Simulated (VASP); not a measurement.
These are PBEsol GGA, VASP's PBE PAW potentials (set 64) (plane waves; VASP) values and carry that method's errors.

Input for VASP

### POSCAR
```
Be
1
    1.0379077005    -1.7977085679     0.0000000000
    1.0379077005     1.7977085679    -0.0000000000
    0.0000000000    -0.0000000000     3.3055378192
Be
2
Direct
  0.3333330000   0.6666670000   0.2500000000
  0.6666670000   0.3333330000   0.7500000000
```

**KPOINTS**
```
kpoints
0
G
20 20 11
```

### INCAR
```
SYSTEM  =  Be
PREC  =  Accurate; ENCUT  =  500; LREAL  =  .FALSE.
LASPH  =  .TRUE.
EDIFF  =  1E-6; NELM  =  100; ALGO  =  Normal
ISMEAR  =  1; SIGMA  =  0.1
GGA  =  PS
IBRION  =  2; NSW  =  40; ISIF  =  3
EDIFFG  =  -0.02; PSTRESS  =  450
LWAVE  =  .FALSE.; LCHARG  =  .FALSE.
```

POTCAR, in this order: Be (PBE.64 set). Program: vasp_std.

Q: Predict the energy per atom (σ→0), volume per atom, band gap (on the k-mesh).

A: 
- energy per atom (σ→0) = -3.797 eV/atom
- band gap (on the k-mesh) = none (metal, semimetal or under 0.01 eV)
- volume per atom = 6.16 Å^3/atom

### OSZICAR
```
...
DAV:   9    -0.759754254567E+01   -0.10567E-05   -0.85804E-07  3594   0.787E-03    0.728E-04
DAV:  10    -0.759754263178E+01   -0.86119E-07   -0.46401E-09  2598   0.739E-04
   1 F= -.41329508E+01 E0= -.41329637E+01  d E =-.413295E+01
       N       E                     dE             d eps       ncg     rms          rms(c)
DAV:   1    -0.759333120137E+01    0.42113E-02   -0.22946E-03  3966   0.348E-01    0.148E-02
DAV:   2    -0.759332991290E+01    0.12885E-05   -0.77449E-06  3702   0.261E-02    0.885E-03
DAV:   3    -0.759332928768E+01    0.62521E-06   -0.11114E-06  3870   0.772E-03
   2 F= -.41331502E+01 E0= -.41331691E+01  d E =-.199385E-03
```

The compound is Be in the hcp structure. This run relaxes it under an external pressure of 45 GPa. Symmetry was kept, so distortions that lower it aren't found.
